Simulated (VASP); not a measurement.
Calculation: LDA (Ceperley-Alder, Perdew-Zunger) with spin-orbit coupling, VASP's LDA PAW potentials (set 64) (plane waves; VASP 6.6.1).

VASP input:

### POSCAR
```
Tl
1
    1.6919515527    -2.9305461493    -0.0000000000
    1.6919515527     2.9305461493    -0.0000000000
    0.0000000000     0.0000000000     5.4933510887
Tl
2
Direct
  0.3333330000   0.6666670000   0.2500000000
  0.6666670000   0.3333330000   0.7500000000
```

KPOINTS:
```
K-points
0
Gamma
11 11 6
```

INCAR:
```
LWAVE = F
LCHARG = F
ALGO = Normal   # blocked Davidson
NELM = 100
ISMEAR = 0
LREAL = F   # projection in real space or not
MAGMOM = 6*0
SYSTEM = Tl
ENCUT = 400
EDIFF = 1E-6   # SCF stop (eV)
PREC = Accurate
LMAXMIX = 4
GGA_COMPAT = F
SIGMA = 0.05   # width (eV)
LSORBIT = T
LASPH = T   # aspherical one-centre terms
```

### KPOINTS_OPT
```
k-points along high-symmetry lines
5
Line-mode
Reciprocal
  0.000000   0.000000   0.000000 ! GAMMA
 -0.000000   0.500000   0.000000 ! M

 -0.000000   0.500000   0.000000 ! M
 -0.333333   0.666667   0.000000 ! K

 -0.333333   0.666667   0.000000 ! K
  0.000000   0.000000   0.000000 ! GAMMA

  0.000000   0.000000   0.000000 ! GAMMA
  0.000000   0.000000   0.500000 ! A

  0.000000   0.000000   0.500000 ! A
 -0.000000   0.500000   0.500000 ! L

 -0.000000   0.500000   0.500000 ! L
 -0.333333   0.666667   0.500000 ! H

 -0.333333   0.666667   0.500000 ! H
  0.000000   0.000000   0.500000 ! A

 -0.000000   0.500000   0.500000 ! L
 -0.000000   0.500000   0.000000 ! M

 -0.333333   0.666667   0.500000 ! H
 -0.333333   0.666667   0.000000 ! K
```

POTCAR, in this order: Tl_d (LDA.64 set). Program: vasp_ncl.

Task: What will the output report for the number of irreducible k-points (NKPTS), number of bands (NBANDS), largest plane-wave count, number of space-group operations, FFT grid (NGX, NGY, NGZ)?

Result: 
```json
{
 "number of irreducible k-points (NKPTS)": "64",
 "number of bands (NBANDS)": "34",
 "largest_plane_wave_count": "2040",
 "number_of_space_group_operations": "24",
 "FFT grid (NGX, NGY, NGZ)": "24 × 24 × 36"
}
```

The compound is Tl in the hcp structure. It was relaxed first.
